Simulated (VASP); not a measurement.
```
AgAl
1.0
    0.00000     2.07049     2.07049
    2.07049     0.00000     2.07049
    7.81771     7.81771     0.46424
Al Ag
2 2
Direct
  0.99978   0.99978   0.00016
  0.00022   0.00022   0.24984
  0.01107   0.01107   0.49170
  0.98893   0.98893   0.75830
```

Level of theory: PBEsol GGA, VASP's PBE PAW potentials (set 64) (plane waves; VASP). Settings: 400 eV cut-off, Gaussian smearing of 0.050 eV, potentials Al Ag.

Task: Give the energies of bands 4 to 17 at the high-symmetry points, in eV from the Fermi level.

Result: 
```
band      Γ      T     H2      L     S0      F
----  -----  -----  -----  -----  -----  -----
4     -6.57  -6.14  -5.67  -5.84  -5.68  -6.03
5     -5.38  -5.23  -5.57  -5.42  -5.56  -5.45
6     -5.23  -5.23  -5.46  -5.12  -5.45  -5.21
7     -5.23  -5.21  -5.42  -5.07  -5.44  -5.12
8     -5.21  -5.21  -4.48  -4.24  -4.48  -4.19
9     -5.21  -4.51  -4.40  -4.19  -4.41  -3.80
10    -4.46  -4.46  -4.37  -3.67  -4.36  -3.58
11    -4.46  -4.46  -2.58  -3.57  -2.46  -3.57
12    -4.04  -4.39  -2.36  -3.50  -2.45  -3.50
13    -4.04  -4.04  -2.12  -1.31  -2.16  -1.99
14    -2.18  -4.04  -0.01  -1.07   0.01  -1.34
15     0.42   2.79   0.52  -0.75   0.54   0.15
16     8.69   5.04   1.22   1.77   1.18   2.06
17     9.03  10.24   2.67   2.92   2.59   2.60
```

It has no gap at this level: it comes out as a metal or semimetal.

The structure was generated: Ag2Al2 was put into an ordered model structure (R-3m), which need not be its known phase. It was relaxed first.
